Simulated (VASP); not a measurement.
Data:

```
Pb3Sr
1.0
    4.93640     0.00000     0.00000
    0.00000     4.93640     0.00000
    0.00000     0.00000     4.93640
Sr Pb
1 3
Direct
  0.00000   0.00000   0.00000
  0.00000   0.50000   0.50000
  0.50000   0.00000   0.50000
  0.50000   0.50000   0.00000
```

The numbers are results of PBEsol GGA, VASP's PBE PAW potentials (set 64) (plane waves; VASP), not measurements. Numerical set-up: 400 eV cut-off, 7×7×7 Γ-centred mesh, tetrahedra with Blöchl corrections, potentials Sr_sv Pb_d.

Unless said otherwise, spin-orbit coupling is left out, though it shifts the bands of the heavy elements here.

Problem. Tabulate the total density of states (states/eV per cell) against energy (eV; zero at the valence-band maximum or, without a gap, the Fermi level).

Solution. 
(E (eV), DOS (states/eV)): (-10.00, 1.55); (-9.79, 1.39); (-9.69, 1.34); (-9.49, 1.14); (-9.29, 1.06); (-9.19, 1.01); (-8.98, 0.48); (-8.78, 1.23); (-8.68, 1.44); (-8.48, 3.85); (-8.28, 2.80); (-8.07, 2.33); (-7.97, 2.13); (-7.77, 1.83); (-7.57, 1.68); (-7.46, 1.58); (-7.26, 1.54); (-7.06, 1.66); (-6.96, 1.23); (-6.76, 0.13); (-6.55, 0.00); (-6.45, 0.00); (-6.25, 0.00); (-6.05, 0.00); (-5.95, 0.00); (-5.74, 0.00); (-5.54, 0.00); (-5.44, 0.00); (-5.24, 0.00); (-5.03, 0.00); (-4.83, 0.00); (-4.73, 0.00); (-4.53, 0.00); (-4.32, 0.00); (-4.22, 0.00); (-4.02, 0.10); (-3.82, 0.17); (-3.72, 0.26); (-3.51, 1.81); (-3.31, 1.40); (-3.21, 1.52); (-3.01, 2.10); (-2.81, 2.06); (-2.70, 2.03); (-2.50, 2.69); (-2.30, 2.44); (-2.20, 2.48); (-1.99, 2.99); (-1.79, 3.03); (-1.69, 2.98); (-1.49, 4.04); (-1.28, 2.56); (-1.08, 1.93); (-0.98, 1.20); (-0.78, 2.07); (-0.58, 2.92); (-0.47, 2.24); (-0.27, 0.64); (-0.07, 0.60); (0.03, 2.87); (0.23, 2.74); (0.44, 1.68); (0.54, 1.34); (0.74, 1.49); (0.94, 4.07); (1.04, 3.63); (1.25, 1.77); (1.45, 1.97); (1.55, 1.94); (1.75, 1.95); (1.96, 1.99); (2.16, 1.78); (2.26, 1.88); (2.46, 1.78); (2.67, 2.19); (2.77, 2.63); (2.97, 3.70); (3.17, 4.50); (3.27, 4.48); (3.48, 3.66)
Within 2 eV below the Fermi level the largest weight inside VASP's projection spheres is Pb p.

The structure comes from a computed database's SrPb3 entry (Pm-3m); how it stands against other phases isn't given here. It was relaxed first.
